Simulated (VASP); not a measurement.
# BeCd2S3 (Imm2) in VASP: relaxation of cell and atoms with PBE

Aim: the relaxation of cell and atoms of BeCd2S3 with PBE.

Program: VASP 6.6.1. These are calculated values, not measurements. Logs are shortened: lines on timing, memory, paths and dates and some standing lists are left out, and cuts for length are marked.

## Step 1: The crystal as given

It takes space group Imm2 (No. 44, orthorhombic). Conventional cell: a = 3.840 Å, b = 11.520 Å, c = 5.430 Å, α = 90.00°, β = 90.00°, γ = 90.00°. Be (site symmetry mm2) is surrounded by 4 S at 2.29 to 2.35 Å. Around Cd (site symmetry m) lie 4 S at 2.35 to 2.42 Å. S (site symmetry mm2) is surrounded by 2 Be at 2.29 Å and 2 Cd at 2.42 Å. S (site symmetry m) is surrounded by 3 Cd at 2.35 Å and 1 Be at 2.35 Å.

The cell was built by a generator and needn't be a form met in nature.

## Step 2: Relaxation of cell and atoms, PBE

The input, INCAR:

```
SYSTEM = BeCd2S3
ALGO     = Fast           ! electronic algorithm
EDIFF    = 1E-4           ! SCF threshold, eV
EDIFFG   = -0.08          ! ionic threshold
ENCUT    = 520            ! plane-wave cutoff, eV
GGA      = PE             ! functional
IBRION   = 2              ! ionic algorithm
ISIF     = 3              ! what is computed and relaxed
ISMEAR   = 0              ! smearing method
LASPH    = .TRUE.         ! aspherical terms in the spheres
LCHARG   = .FALSE.        ! write CHGCAR
LREAL    = .FALSE.        ! projectors in reciprocal space
LWAVE    = .FALSE.        ! write WAVECAR
NELM     = 60             ! most SCF steps
NSW      = 24             ! ionic steps
PREC     = Normal         ! precision mode
SIGMA    = 0.15           ! smearing width, eV
```

The input, KPOINTS:

```
k-points
0
G
  5 5 5
  0 0 0
```

The input, POSCAR:

```
BeCd2S3
1.0
   -1.9200000000      5.7600000000      2.7150000000
    1.9200000000     -5.7600000000      2.7150000000
    1.9200000000      5.7600000000     -2.7150000000
Be Cd S
1 2 3
Direct
    0.0000000000      0.0000000000      0.0000000000
    0.6670000000      0.0000000000      0.6670000000
    0.3330000000      0.0000000000      0.3330000000
    0.2300000000      0.7300000000      0.5000000000
    0.5830000000      0.7500000000      0.8330000000
    0.9170000000      0.7500000000      0.1670000000
```

Potentials or basis: VASP PAW PBE potentials, release 64 (Be, Cd, S).

The run is started by

```console
$ cat potpaw_PBE.64/Be/POTCAR potpaw_PBE.64/Cd/POTCAR potpaw_PBE.64/S/POTCAR > POTCAR
$ mpirun -np 1 vasp_std > vasp.out
```

OUTCAR:

```text
SYSTEM = BeCd2S3
   EDIFF = 1E-4
   EDIFFG = -0.08
   ENCUT = 520
   GGA = PE
   IBRION = 2
   ISIF = 3
   ISMEAR = 0
   LASPH = .TRUE.
   LREAL = .FALSE.
   NELM = 60
   NSW = 24
   PREC = Normal

 ion  position               nearest neighbor table
   1  0.000  0.000  0.000-   4 2.29   4 2.29   5 2.35   6 2.35
   2  0.667  0.000  0.667-   5 2.35   6 2.35   6 2.35   4 2.42
   3  0.333  0.000  0.333-   6 2.35   5 2.35   5 2.35   4 2.42
   4  0.230  0.730  0.500-   1 2.29   1 2.29   3 2.42   2 2.42
   5  0.583  0.750  0.833-   2 2.35   3 2.35   3 2.35   1 2.35
   6  0.917  0.750  0.167-   3 2.35   2 2.35   2 2.35   1 2.35

  LATTYP: Found a body centered orthorhombic cell.
 ALAT       =     3.8400000000
 B/A-ratio  =     1.4140625000
 C/A-ratio  =     3.0000000000

  Lattice vectors:

 A1 = (   1.9200000000,  -5.7600000000,  -2.7150000000)
 A2 = (  -1.9200000000,  -5.7600000000,   2.7150000000)
 A3 = (  -1.9200000000,   5.7600000000,  -2.7150000000)

Analysis of symmetry for initial positions (statically):
=====================================================================
 Subroutine PRICEL returns:
 Original cell was already a primitive cell.

 Routine SETGRP: Setting up the symmetry group for a
 body centered orthorhombic supercell.

 Subroutine GETGRP returns: Found  4 space group operations
 (whereof  4 operations were pure point group operations)
 out of a pool of  8 trial point group operations.

The static configuration has the point symmetry C_2v.

Analysis of symmetry for dynamics (positions and initial velocities):
=====================================================================
 Subroutine PRICEL returns:
 Original cell was already a primitive cell.

 Routine SETGRP: Setting up the symmetry group for a
 body centered orthorhombic supercell.

 Subroutine GETGRP returns: Found  4 space group operations
 (whereof  4 operations were pure point group operations)
 out of a pool of  8 trial point group operations.

The dynamic configuration has the point symmetry C_2v.

 Subroutine INISYM returns: Found  4 space group operations
 (whereof  4 operations are pure point group operations),
 and found     1 'primitive' translations

----------------------------------------------------------------------------------------

                                     Primitive cell
[... 122 lines left out ...]
  Thomas-Fermi vector in A             =   2.307851
   LORBIT       =      0    0 simple, 1 ext, 2 COOP (PROOUT), +10 PAW based schemes
   GGA     = PE    functional components
   LHFCALC =     F    Hartree Fock is set to
   AEXX    =    0.0000 exact exchange contribution
   IVDW    =     0    specifies the selected vdW correction
   LEPSILON=     F    determine dielectric tensor
   LRPA    =     F    only Hartree local field effects (RPA)
 conjugate gradient relaxation of ions
 non-spin polarized calculation
 RMM-DIIS sequential band-by-band and
 Gauss-broadening in eV      SIGMA  =   0.15
  energy-cutoff  :      520.00
  volume of cell :      120.10
 maximum number of plane-waves:      3263
   NGX = 25   NGY = 25   NGZ = 25

--------------------------------------- Ionic step        1  -------------------------------------------

 number of electron      43.9999999 magnetization

 Free energy of the ion-electron system (eV)
  ---------------------------------------------------
  ext. energy  EPLUGINS =         0.00000000
  ---------------------------------------------------
  free energy    TOTEN  =       -20.37721169 eV

  energy without entropy =      -20.37721169  energy(sigma->0) =      -20.37721169

------------------------ aborting loop because EDIFF is reached ----------------------------------------

  FORCE on cell =-STRESS in cart. coord.  units (eV):
  Direction    XX          YY          ZZ          XY          YZ          ZX
  --------------------------------------------------------------------------------------
  -------------------------------------------------------------------------------------
  Total        8.8024226      7.1863526      8.6408891      0.0000000      0.0000000      0.0000000
  in kB      117.4246457     95.8662115    115.2697838      0.0000000      0.0000000      0.0000000
  external PRESSURE =     109.5202136 kB  Pullay stress =       0.0000000 kB
[... 101 lines left out ...]
  FREE ENERGIE OF THE ION-ELECTRON SYSTEM (eV)
  ---------------------------------------------------
  free  energy   TOTEN  =       -21.4739732257 eV

  energy  without entropy=      -21.4739732257  energy(sigma->0) =      -21.47397323

[... ionic steps 4 to 10 ...]

--------------------------------------- Ionic step       11  -------------------------------------------

 number of electron      44.0000011 magnetization

------------------------ aborting loop because EDIFF is reached ----------------------------------------
[... 75 lines left out ...]
--------------------------------------- Ionic step       13  -------------------------------------------

 number of electron      44.0000008 magnetization

 Free energy of the ion-electron system (eV)
  ---------------------------------------------------
  ext. energy  EPLUGINS =         0.00000000
  ---------------------------------------------------
  free energy    TOTEN  =       -21.95724356 eV

  energy without entropy =      -21.95724356  energy(sigma->0) =      -21.95724356

 E-fermi :   2.6364     XC(G=0):  -9.2760

 val. band max:        1.9811441357   @ k =   0.0000   0.0000   0.0000
 cond. band min:       3.6489226614   @ k =   0.0000   0.0000   0.0000
 fundamental gap:      1.6677785257
 Fermi energy:         2.6363668333

 k-point     1 :       0.0000    0.0000    0.0000
  band No.  band energies     occupation
      1     -10.7507      2.00000
      2      -9.8600      2.00000
      3      -9.7141      2.00000
      4      -5.7332      2.00000
      5      -5.7184      2.00000
      6      -5.7062      2.00000
[... 685 lines left out ...]
     25       6.0524      0.00000
     26       7.0029      0.00000

 [... further k-points ...]

------------------------ aborting loop because EDIFF is reached ----------------------------------------

  FORCE on cell =-STRESS in cart. coord.  units (eV):
  Direction    XX          YY          ZZ          XY          YZ          ZX
  --------------------------------------------------------------------------------------
  -------------------------------------------------------------------------------------
  Total       -0.1493187     -0.1390390     -0.0726205      0.0000000      0.0000000      0.0000000
  in kB       -1.8451315     -1.7181052     -0.8973724      0.0000000      0.0000000      0.0000000
  external PRESSURE =      -1.4868697 kB  Pullay stress =       0.0000000 kB
[... 21 lines left out ...]
  FREE ENERGIE OF THE ION-ELECTRON SYSTEM (eV)
  ---------------------------------------------------
  free  energy   TOTEN  =       -21.9572435594 eV

  energy  without entropy=      -21.9572435594  energy(sigma->0) =      -21.95724356

 reached required accuracy - stopping structural energy minimisation
```

OSZICAR:

```text
N       E                     dE             d eps       ncg     rms          rms(c)
DAV:   1     0.303110176570E+03    0.30311E+03   -0.21634E+04  1404   0.156E+03
DAV:   2    -0.184527416381E+01   -0.30496E+03   -0.29888E+03  1634   0.357E+02
DAV:   3    -0.213724931280E+02   -0.19527E+02   -0.19461E+02  1670   0.915E+01
[... 96 lines left out ...]
       N       E                     dE             d eps       ncg     rms          rms(c)
DAV:   1    -0.219577771980E+02   -0.19203E-02   -0.67084E-01  1410   0.492E+00    0.379E-01
RMM:   2    -0.219573700517E+02    0.40715E-03   -0.92136E-03  1404   0.695E-01    0.111E-01
RMM:   3    -0.219572670316E+02    0.10302E-03   -0.14980E-03  1405   0.255E-01    0.732E-02
RMM:   4    -0.219572435594E+02    0.23472E-04   -0.24333E-04   852   0.104E-01
  13 F= -.21957244E+02 E0= -.21957244E+02  d E =-.143122E-02
```

CONTCAR:

```text
BeCd2S3
   1.00000000000000
    -1.9386320147411789    5.8949531498131327    2.8363616419133804
     1.9386320147411789   -5.8949531498131327    2.8363616419133804
     1.9386320147411789    5.8949531498131327   -2.8363616419133804
  Be              Cd              S
     1     2     3
Direct
     0.9914646987800126    0.9914646987800126    0.0000000000000000
     0.6524140217552263    0.9920014643254660    0.6604125574297602
     0.3315889068957057    0.9920014643254660    0.3395874425702395
     0.1885154207042300    0.6885154207042300    0.5000000000000000
     0.6355104669417200    0.7830084759324111    0.8525019910093088
     0.9305064849231022    0.7830084759324111    0.1474980089906911

  0.00000000E+00  0.00000000E+00  0.00000000E+00
  0.00000000E+00  0.00000000E+00  0.00000000E+00
  0.00000000E+00  0.00000000E+00  0.00000000E+00
  0.00000000E+00  0.00000000E+00  0.00000000E+00
  0.00000000E+00  0.00000000E+00  0.00000000E+00
  0.00000000E+00  0.00000000E+00  0.00000000E+00
```

Run time: 9.3 min. Hardware: 1 thread of AMD EPYC 7R13 (Zen 3), shared host; peak memory 0.26 GiB.

What came out:

| Property | Result |
| --- | --- |
| Free energy | -21.9572 eV |
| Relaxed volume | 21.61 Å³/atom |
| Relaxed cell | a = 6.823 Å, b = 6.823 Å, c = 6.823 Å, α = 146.99°, β = 60.47°, γ = 130.87° |
| Space group after relaxing (to 0.05 Å) | Imm2 (No. 44) |
| Energy gained by relaxing | 263.3 meV/atom |
| Ionic steps | 13 |
| Pressure after relaxing | -0.1 GPa |
| Largest force after relaxing | 0.034 eV/Å |
| Band gap on the k mesh | 1.67 eV, direct |

Forces in eV/Å, atoms in the order of the input:
```
Be   0.000  0.000 -0.034
Cd   0.000 -0.020  0.027
Cd   0.000  0.020  0.027
S    0.000  0.000 -0.011
S    0.000 -0.002 -0.005
S    0.000  0.002 -0.005
```

Step by step:
| step | energy change (eV) | largest force (eV/Å) | pressure (GPa) | volume (Å³) |
| --- | --- | --- | --- | --- |
| 1 | 0.0000 | 3.1277 | 10.95 | 120.10 |
| 2 | -1.0513 | 1.0531 | -5.09 | 145.49 |
| 3 | -1.0968 | 1.3549 | -3.44 | 140.40 |
| 4 | -1.4335 | 0.7727 | -2.09 | 135.28 |
| 5 | -1.5465 | 0.4342 | 0.34 | 129.37 |
| 6 | -1.5562 | 0.1696 | -0.49 | 130.90 |
| 7 | -1.5568 | 0.1757 | -0.42 | 130.59 |
| 8 | -1.5566 | 0.2092 | -0.22 | 130.40 |
| 9 | -1.5689 | 0.1456 | 0.15 | 129.55 |
| 10 | -1.5729 | 0.1429 | 0.49 | 128.69 |
| 11 | -1.5786 | 0.1044 | -0.08 | 129.81 |
| 12 | -1.5786 | 0.1074 | -0.10 | 129.86 |
| 13 | -1.5800 | 0.0339 | -0.15 | 129.66 |

Final structure:
```
Be Cd S
1.0
    -1.93863    5.89495    2.83636
     1.93863   -5.89495    2.83636
     1.93863    5.89495   -2.83636
Be Cd S
1 2 3
Direct
  0.99146 0.99146 0.00000
  0.65241 0.99200 0.66041
  0.33159 0.99200 0.33959
  0.18852 0.68852 0.50000
  0.63551 0.78301 0.85250
  0.93051 0.78301 0.14750
```

Levels at points of the mesh, in eV from the valence-band top:
| k point | band 20 | band 21 | band 22 | band 23 | band 24 | band 25 |
| --- | --- | --- | --- | --- | --- | --- |
| (0.00, 0.00, 0.00) | -0.37 | -0.25 | 0.00 | 1.67 | 4.01 | 5.02 |

Caveat: the relaxation stopped at a loose force limit of 0.08 eV/Å, so its end isn't a converged minimum.
